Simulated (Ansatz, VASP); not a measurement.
# Ir (Ir(111)) in two plane-wave programs

Wanted: the spread between two codes on one cell, functional and k mesh.

Program: Ansatz 0.2.0. Level of theory: plane waves, with VASP 6.6.1 beside it; band structure at LDA. Results are calculated unless marked as measured.

## Step 1: The starting structure

The cell holds 7 atoms: 7 Ir. Cell: a = 2.715 Å, b = 2.715 Å, c = 31.302 Å, α = 90.0°, β = 90.0°, γ = 60.0°. Vacuum lies along c.

As a file:

```
Ir
1.0
     2.71529    0.00000    0.00000
     1.35765    2.35151    0.00000
     0.00000    0.00000   31.30215
Ir
7
Direct
  0.00000 0.00000 0.28752
  0.33333 0.33333 0.35835
  0.66667 0.66667 0.42917
  0.00000 0.00000 0.50000
  0.33333 0.33333 0.57083
  0.66667 0.66667 0.64165
  0.00000 0.00000 0.71248
```

## Step 2: VASP: band structure, LDA

Levels along a path test the potential and the projectors away from the mesh points.

Lines of VASP's logs that name or quote its potential files are left out, and so is its time.

Input file INCAR:

```
SYSTEM = Ir
PREC = Normal
ENCUT = 300
EDIFF = 1E-06
NELM = 120
ISMEAR = -1
SIGMA = 0.1
LREAL = .FALSE.
ALGO = Fast
GGA = CA
NBANDS = 50
LASPH = .TRUE.
LORBIT = 11
LWAVE = .FALSE.
LCHARG = .TRUE.
IDIPOL = 3
LDIPOL = .TRUE.
DIPOL = 0.5 0.5 0.5
LVHAR = .TRUE.
LVACPOTAV = .TRUE.
LELF = .TRUE.
NEDOS = 1500
```

Input file POSCAR:

```
Ir
1.0
    2.7152900398      0.0000000000      0.0000000000
    1.3576450199      2.3515101531      0.0000000000
    0.0000000000      0.0000000000     31.3021502021
Ir
7
Direct
    0.0000000000      0.0000000000      0.2875201845
    0.3333333333      0.3333333333      0.3583467896
    0.6666666667      0.6666666667      0.4291733948
    0.0000000000      0.0000000000      0.5000000000
    0.3333333333      0.3333333333      0.5708266052
    0.6666666667      0.6666666667      0.6416532104
    0.0000000000      0.0000000000      0.7124798155
```

Input file KPOINTS:

```
Automatic mesh
0
Gamma
18 18 1
0 0 0
```

Input file KPOINTS_OPT:

```
Line mode
14
Line-mode
Reciprocal
  0.00000000   0.00000000   0.00000000 GAMMA
  0.00000000  -0.50000000   0.00000000 M

  0.00000000  -0.50000000   0.00000000 M
  0.33333333  -0.33333333   0.00000000 K

  0.33333333  -0.33333333   0.00000000 K
  0.00000000   0.00000000   0.00000000 GAMMA
```

PAW data sets: Ir (LDA family, release 64).

The run is started by

```sh
$ mpirun -np 2 vasp_std
```

Numbers of over 12 decimals in the logs are rounded to 6 here.

What it wrote:

```text
[banner, memory and clock lines left out]
running    2 mpi-ranks, on    1 nodes
 distrk:  each k-point on    2 cores,    1 groups
 distr:  one band on    1 cores,    2 groups

 POSCAR found type information on POSCAR Ir
 POSCAR found :  1 types and       7 ions
 LDA part: xc-table for (Slater(with rela. corr.)+CA(PZ))
 , standard interpolation
 POSCAR, INCAR and KPOINTS ok, starting setup
 FFT: planning ... GRIDC
 FFT: planning ... GRID_SOFT
 FFT: planning ... GRID
 WAVECAR not read
 entering main loop
       N       E                     dE             d eps       ncg     rms          rms(c)
DAV:   1     0.480501639941E+03    0.48050E+03   -0.19525E+04  3756   0.740E+02
DAV:   2    -0.486367490648E+02   -0.52914E+03   -0.47621E+03  3842   0.319E+02
DAV:   3    -0.739467675609E+02   -0.25310E+02   -0.24086E+02  4282   0.738E+01
DAV:   4    -0.744600253914E+02   -0.51326E+00   -0.51030E+00  4398   0.108E+01
DAV:   5    -0.744732856064E+02   -0.13260E-01   -0.13253E-01  4334   0.154E+00    0.383E+01
RMM:   6    -0.731308492578E+02    0.13424E+01   -0.56962E+00  4068   0.152E+01    0.243E+01
RMM:   7    -0.188410253978E+03   -0.11528E+03   -0.54649E+01  6299   0.250E+01    0.103E+02
RMM:   8    -0.107978334326E+03    0.80432E+02   -0.63189E+00  4590   0.893E+00    0.620E+01
RMM:   9    -0.122393163025E+03   -0.14415E+02   -0.48811E+00  4459   0.127E+01    0.538E+01
RMM:  10    -0.781915373894E+02    0.44202E+02   -0.76331E+00  4900   0.113E+01    0.170E+01
RMM:  11    -0.702151554672E+02    0.79764E+01   -0.39251E+00  4572   0.815E+00    0.657E+00
RMM:  12    -0.701895188500E+02    0.25637E-01   -0.55847E-01  4209   0.396E+00    0.483E+00
RMM:  13    -0.702022237396E+02   -0.12705E-01   -0.15832E-01  4455   0.163E+00    0.428E+00
RMM:  14    -0.700902559618E+02    0.11197E+00   -0.66683E-02  4290   0.111E+00    0.253E+00
[...]
RMM:  28    -0.700700604592E+02    0.16157E-03   -0.12770E-05  4073   0.805E-03    0.389E-02
RMM:  29    -0.700699245988E+02    0.13586E-03   -0.17918E-05  4364   0.108E-02    0.280E-02
RMM:  30    -0.700699097219E+02    0.14877E-04   -0.74696E-05  5318   0.201E-02    0.117E-02
RMM:  31    -0.700699784853E+02   -0.68763E-04   -0.89392E-06  4222   0.852E-03    0.830E-03
RMM:  32    -0.700700279249E+02   -0.49440E-04   -0.26867E-06  3548   0.513E-03    0.341E-03
RMM:  33    -0.700700477901E+02   -0.19865E-04   -0.86288E-07  2944   0.313E-03    0.231E-03
RMM:  34    -0.700700673862E+02   -0.19596E-04   -0.13800E-06  3195   0.308E-03    0.986E-04
RMM:  35    -0.700700679004E+02   -0.51418E-06   -0.13594E-07  2343   0.177E-03
|                                                                             |
|           W    W    AA    RRRRR   N    N  II  N    N   GGGG   !!!           |
|           W    W   A  A   R    R  NN   N  II  NN   N  G    G  !!!           |
|           W    W  A    A  R    R  N N  N  II  N N  N  G       !!!           |
|           W WW W  AAAAAA  RRRRR   N  N N  II  N  N N  G  GGG   !            |
|           WW  WW  A    A  R   R   N   NN  II  N   NN  G    G                |
|           W    W  A    A  R    R  N    N  II  N    N   GGGG   !!!           |
|                                                                             |
|     Did not find any points to average over, which means that no vacuum     |
|     field-free region was found. Please increase the size of  your cell     |
|     in the dimension of the dipole correction to obtain accurate            |
|     workfunction values.                                                    |
|                                                                             |

   1 F= -.70070068E+02 E0= -.69947660E+02  d E =-.244817E+00
 Start KPOINTS_OPT (optional k-point list driver)
k-point batch [1-37\42]
       N       E                     dE             ncg
DAV:   1     0.162982465226E+05   -0.41927E+05     3756
DAV:   2    -0.304801480965E+04   -0.19346E+05     3914
DAV:   3    -0.393483940225E+04   -0.88682E+03     4310
DAV:   4    -0.395287181970E+04   -0.18032E+02     4310
DAV:   5    -0.395340494481E+04   -0.53313E+00     4240
DAV:   6    -0.395342876700E+04   -0.23822E-01     4534
DAV:   7    -0.395342981457E+04   -0.10476E-02     4268
DAV:   8    -0.395342986899E+04   -0.54420E-04     4070
DAV:   9    -0.395342987126E+04   -0.22682E-05     2682
DAV:  10    -0.395342987160E+04   -0.34819E-06     2250
k-point batch [38-42\42]
       N       E                     dE             ncg
DAV:   1     0.602022617980E+05    0.14119E+04      540
DAV:   2     0.575544979759E+05   -0.26478E+04      508
DAV:   3     0.574479455760E+05   -0.10655E+03      582
DAV:   4     0.574460889458E+05   -0.18566E+01      558
DAV:   5     0.574460482145E+05   -0.40731E-01      542
DAV:   6     0.574460464109E+05   -0.18036E-02      620
DAV:   7     0.574460463560E+05   -0.54853E-04      534
DAV:   8     0.574460463533E+05   -0.26969E-05      460
DAV:   9     0.574460463532E+05   -0.12462E-06      284
```

Parts of OUTCAR (step 2):

```text
ion  position               nearest neighbor table
   1  0.000  0.000  0.288-   2 2.72   2 2.72   2 2.72
   2  0.333  0.333  0.358-   1 2.72   1 2.72   1 2.72   3 2.72   3 2.72   3 2.72
   3  0.667  0.667  0.429-   2 2.72   4 2.72   2 2.72   4 2.72   4 2.72   2 2.72
   4  0.000  0.000  0.500-   3 2.72   5 2.72   3 2.72   5 2.72   3 2.72   5 2.72
   5  0.333  0.333  0.571-   6 2.72   4 2.72   6 2.72   4 2.72   4 2.72   6 2.72
   6  0.667  0.667  0.642-   7 2.72   7 2.72   7 2.72   5 2.72   5 2.72   5 2.72
   7  0.000  0.000  0.712-   6 2.72   6 2.72   6 2.72

  LATTYP: Found a hexagonal cell.
 ALAT       =     2.7152900398
 C/A-ratio  =    11.5281055590

 Subroutine GETGRP returns: Found 12 space group operations
 (whereof 12 operations were pure point group operations)

The static configuration has the point symmetry D_3d.

 Found     37 irreducible k-points:

   k-points           NKPTS =     37   k-points in BZ     NKDIM =     37   number of bands    NBANDS=     50

   dimension x,y,z NGX =    12 NGY =   12 NGZ =  140
   dimension x,y,z NGXF=    24 NGYF=   24 NGZF=  280

   ENCUT  =  300.0 eV  22.05 Ry    4.70 a.u.   3.83  3.83 44.21*2*pi/ulx,y,z

   NELECT =      63.0000    total number of electrons

 k-points in reciprocal lattice and weights: Automatic mesh
   0.00000000  0.00000000  0.00000000       0.003
   0.05555556  0.00000000  0.00000000       0.019
   0.11111111  0.00000000  0.00000000       0.019
   0.16666667  0.00000000  0.00000000       0.019
   0.22222222  0.00000000  0.00000000       0.019
   0.27777778  0.00000000  0.00000000       0.019
   0.33333333  0.00000000  0.00000000       0.019
   0.38888889  0.00000000  0.00000000       0.019
   0.44444444  0.00000000  0.00000000       0.019
[...]
-0.38888889  0.27777778  0.00000000       0.037
  -0.33333333  0.33333333  0.00000000       0.006

 dipolmoment           0.000000      0.000000     -0.000000 electrons x Angstroem

 average (electrostatic) potential at core
       1 -56.4925       2 -57.0476       3 -57.0246       4 -57.0023       5 -57.0246
       6 -57.0476       7 -56.4925

 E-fermi :   2.1190

 k-point     1 :       0.0000    0.0000    0.0000
  band No.  band energies     occupation
    ...
     35       1.5072      1.99560
     36       1.8619      1.85787
     37       2.1240      0.97474
     38       2.1240      0.97474
     39       2.1427      0.88208
     40       2.6601      0.00889
     41       2.6601      0.00889
     42       2.9512      0.00049
     43       2.9512      0.00049
     44       7.6833      0.00000
    ...

 k-point     2 :       0.0556    0.0000    0.0000
  band No.  band energies     occupation
    ...
     34       1.3797      1.99877
     35       1.5005      1.99589
     36       1.5227      1.99487
     37       1.7684      1.94168
     38       2.1305      0.94234
     39       2.4927      0.04651
     40       2.6673      0.00828
     41       2.9625      0.00043
     42       3.2408      0.00003
     43       3.6650      0.00000
    ...

 k-point     3 :       0.1111    0.0000    0.0000
  band No.  band energies     occupation
    ...
     34       1.1942      1.99981
     35       1.3920      1.99861
     36       1.5578      1.99271
     37       2.1455      0.86792
     38       2.1609      0.79357
     39       2.6862      0.00686
     40       2.9930      0.00032
     41       3.1503      0.00007
     42       4.1371      0.00000
     43       4.7557      0.00000
    ...

  Total       -9.2381405     -9.2381405     -6.6211917      0.0000000     -0.0000000      0.0000000
  in kB      -74.0555977    -74.0555977    -53.0773818      0.0000000     -0.0000000      0.0000000
  external PRESSURE =     -67.0628590 kB  Pullay stress =       0.0000000 kB

  energy-cutoff  :      300.00
  volume of cell :      199.87
      direct lattice vectors                 reciprocal lattice vectors
     2.715290040  0.000000000  0.000000000     0.368284782 -0.212629318  0.000000000
     1.357645020  2.351510153  0.000000000     0.000000000  0.425258636  0.000000000
     0.000000000  0.000000000 31.302150202     0.000000000  0.000000000  0.031946687

 POSITION                                       TOTAL-FORCE (eV/Angst)
 -----------------------------------------------------------------------------------
      0.00000      0.00000      9.00000         0.000000      0.000000      0.760168
      1.35765      0.78384     11.21703        -0.000000     -0.000000     -0.341164
      2.71529      1.56767     13.43405        -0.000000     -0.000000     -0.225885
      0.00000      0.00000     15.65108         0.000000     -0.000000      0.000000
      1.35765      0.78384     17.86810         0.000000     -0.000000      0.225885
      2.71529      1.56767     20.08513         0.000000      0.000000      0.341164
      0.00000      0.00000     22.30215        -0.000000     -0.000000     -0.760168
 -----------------------------------------------------------------------------------
    total drift:                                0.000000      0.000000      0.000000

  FREE ENERGIE OF THE ION-ELECTRON SYSTEM (eV)
  ---------------------------------------------------
  free  energy   TOTEN  =       -70.0700679004 eV

  energy  without entropy=      -69.8252513392  energy(sigma->0) =      -69.94765962

 vacuum level on the upper side and lower side of the slab         7.982         7.982

 total charge
# of ion       s       p       d       tot
------------------------------------------
    1        0.668   0.574   6.906   8.148
    2        0.669   0.725   6.978   8.372
    3        0.677   0.736   6.989   8.402
    4        0.677   0.736   6.996   8.408
    5        0.677   0.736   6.989   8.402
    6        0.669   0.725   6.978   8.372
    7        0.668   0.574   6.906   8.148
--------------------------------------------------
tot          4.704   4.807  48.740  58.252

[... 3 further parts left out ...]
```

This run has no spin polarisation. Its electron count is odd, so without a moment it is a metal by construction.

[end of part 1 of 2]

[Lines on the potential files, build, host, timing and source positions are cut from VASP's logs without a mark.]

[Logs are printed without paths, hosts, clocks, repeated set-up lines and the standing remarks that a program may print on its own settings, such as how far it seeks lower states.]

[Hosts, paths, dates, database ids (printed as entryN), source tags and the programs' standing remarks are cut or masked in the printed files.]
